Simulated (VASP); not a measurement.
Method: r2SCAN meta-GGA, VASP's PBE PAW potentials (set 64) (plane waves; VASP).

A VASP calculation is set up with these files.

INCAR:
```
SYSTEM = InAs
PREC = Accurate; ENCUT = 480; LREAL = F
LASPH = T
EDIFF = 1E-6; NELM = 100; ALGO = Normal
LMAXMIX = 4; LMIXTAU = T
ISMEAR = 0; SIGMA = 0.05
METAGGA = R2SCAN
IBRION = 2; NSW = 60; ISIF = 3
EDIFFG = -0.01
LWAVE = F; LCHARG = F
```

**KPOINTS**
```
kpoints
0
Gamma
 7 7 7
0 0 0
```

POSCAR:
```
InAs
1
    0.0000000000     3.0300000000     3.0300000000
    3.0300000000     0.0000000000     3.0300000000
    3.0300000000     3.0300000000     0.0000000000
In As
1 1
Direct
  0.0000000000   0.0000000000   0.0000000000
  0.7500000000   0.7500000000   0.7500000000
```

POTCAR, in this order: In_d As (PBE.64 set). Program: vasp_std.

The run wrote:

**OSZICAR**
```
       N       E                     dE             d eps       ncg     rms          rms(c)
DAV:   1     0.794373339677E+02    0.79437E+02   -0.83035E+03   525   0.145E+03
DAV:   2    -0.332999967298E+02   -0.11274E+03   -0.10931E+03   530   0.323E+02
DAV:   3    -0.412231286479E+02   -0.79231E+01   -0.78666E+01   675   0.917E+01
DAV:   4    -0.414314791064E+02   -0.20835E+00   -0.20820E+00   584   0.166E+01
DAV:   5    -0.414422382226E+02   -0.10759E-01   -0.10759E-01   808   0.314E+00    0.615E+00
DAV:   6    -0.380155357076E+02    0.34267E+01   -0.21047E+00   620   0.371E+01    0.318E+00
DAV:   7    -0.380194501641E+02   -0.39145E-02   -0.64694E-01   540   0.125E+01    0.158E+00
DAV:   8    -0.379915909316E+02    0.27859E-01   -0.37477E-01   535   0.821E+00    0.106E+00
DAV:   9    -0.380028525678E+02   -0.11262E-01   -0.21033E-02   590   0.183E+00    0.806E-01
DAV:  10    -0.379956171209E+02    0.72354E-02   -0.21500E-01   520   0.510E+00    0.536E-01
DAV:  11    -0.380454872132E+02   -0.49870E-01   -0.61521E-02   520   0.277E+00    0.239E-01
DAV:  12    -0.380469652338E+02   -0.14780E-02   -0.84351E-03   550   0.977E-01    0.223E-01
DAV:  13    -0.380427218732E+02    0.42434E-02   -0.27894E-03   540   0.776E-01    0.858E-02
DAV:  14    -0.380480517899E+02   -0.53299E-02   -0.35238E-03   530   0.681E-01    0.360E-02
DAV:  15    -0.380480477497E+02    0.40402E-05   -0.39630E-04   625   0.242E-01    0.378E-02
DAV:  16    -0.380481307156E+02   -0.82966E-04   -0.57863E-05   530   0.963E-02    0.276E-02
DAV:  17    -0.380481595290E+02   -0.28813E-04   -0.21174E-05   530   0.547E-02    0.224E-02
DAV:  18    -0.380481604383E+02   -0.90926E-06   -0.92840E-07   553   0.103E-02
   1 F= -.38048160E+02 E0= -.38048159E+02  d E =-.380482E+02
       N       E                     dE             d eps       ncg     rms          rms(c)
DAV:   1    -0.382290599885E+02   -0.18090E+00   -0.49378E+00   670   0.510E+01    0.289E+00
DAV:   2    -0.380755824191E+02    0.15348E+00   -0.32357E-01   670   0.138E+01    0.100E+00
DAV:   3    -0.380503664046E+02    0.25216E-01   -0.70173E-02   625   0.644E+00    0.435E-01
DAV:   4    -0.380530516113E+02   -0.26852E-02   -0.10159E-02   525   0.110E+00    0.520E-01
DAV:   5    -0.380532383858E+02   -0.18677E-03   -0.82174E-04   546   0.333E-01    0.442E-01
DAV:   6    -0.380437558846E+02    0.94825E-02   -0.93515E-03   520   0.136E+00    0.723E-02
DAV:   7    -0.380529736899E+02   -0.92178E-02   -0.52788E-03   520   0.931E-01    0.474E-02
DAV:   8    -0.380529698776E+02    0.38124E-05   -0.28703E-04   640   0.109E-01    0.817E-02
DAV:   9    -0.380531100400E+02   -0.14016E-03   -0.50823E-05   598   0.650E-02    0.724E-02
DAV:  10    -0.380531762298E+02   -0.66190E-04   -0.92815E-05   530   0.118E-01    0.221E-02
DAV:  11    -0.380531772811E+02   -0.10513E-05   -0.11676E-05   658   0.329E-02    0.220E-02
DAV:  12    -0.380531776161E+02   -0.33500E-06   -0.10766E-06   375   0.124E-02
   2 F= -.38053178E+02 E0= -.38053053E+02  d E =-.501718E-02
       N       E                     dE             d eps       ncg     rms          rms(c)
DAV:   1    -0.380683777411E+02   -0.15200E-01   -0.38070E-01   650   0.134E+01    0.856E-01
DAV:   2    -0.380558146265E+02    0.12563E-01   -0.28064E-02   665   0.431E+00    0.271E-01
DAV:   3    -0.380539684747E+02    0.18462E-02   -0.48550E-03   625   0.174E+00    0.144E-01
DAV:   4    -0.380539959439E+02   -0.27469E-04   -0.12682E-03   520   0.408E-01    0.129E-01
DAV:   5    -0.380541397859E+02   -0.14384E-03   -0.38159E-04   520   0.236E-01    0.380E-02
DAV:   6    -0.380537302448E+02    0.40954E-03   -0.72652E-04   520   0.376E-01    0.340E-02
DAV:   7    -0.380541365629E+02   -0.40632E-03   -0.20418E-04   520   0.175E-01    0.320E-02
DAV:   8    -0.380541694400E+02   -0.32877E-04   -0.22350E-05   535   0.619E-02    0.107E-02
DAV:   9    -0.380541722416E+02   -0.28016E-05   -0.46443E-06   637   0.202E-02    0.576E-03
DAV:  10    -0.380541720072E+02    0.23442E-06   -0.47456E-07   320   0.723E-03
   3 F= -.38054172E+02 E0= -.38054097E+02  d E =-.601157E-02
```

File OUTCAR:
```
------------------------ aborting loop because EDIFF is reached ----------------------------------------
  FORCE on cell =-STRESS in cart. coord.  units (eV):
  Direction    XX          YY          ZZ          XY          YZ          ZX
  --------------------------------------------------------------------------------------
  Total       -0.0100115     -0.0100115     -0.0100115      0.0000000      0.0000000      0.0000000
  in kB       -0.2812799     -0.2812799     -0.2812799      0.0000000      0.0000000      0.0000000
  external PRESSURE =      -0.2812799 kB  Pullay stress =       0.0000000 kB
  volume of cell :       57.03
      direct lattice vectors                 reciprocal lattice vectors
     0.000000000  3.055018850  3.055018850    -0.163665111  0.163665111  0.163665111
     3.055018850  0.000000000  3.055018850     0.163665111 -0.163665111  0.163665111
     3.055018850  3.055018850  0.000000000     0.163665111  0.163665111 -0.163665111
  FREE ENERGIE OF THE ION-ELECTRON SYSTEM (eV)
  ---------------------------------------------------
  free  energy   TOTEN  =       -38.0541720072 eV

  energy  without entropy=      -38.0540211173  energy(sigma->0) =      -38.05409656

 reached required accuracy - stopping structural energy minimisation
```
(Selected blocks of OUTCAR.)

**CONTCAR**
```
InAs
   1.00000000000000
     0.0000000000000000    3.0550188498063995    3.0550188498063995
     3.0550188498063995    0.0000000000000000    3.0550188498063995
     3.0550188498063995    3.0550188498063995    0.0000000000000000
  In              As
     1     1
Direct
     0.0000000000000000    0.0000000000000000    0.0000000000000000
     0.7500000000000000    0.7500000000000000    0.7500000000000000
```

Energy and stress use the plane-wave basis of the starting cell.

The compound is InAs in the zinc blende structure. This run relaxes it. Symmetry was kept, so distortions that lower it aren't found.
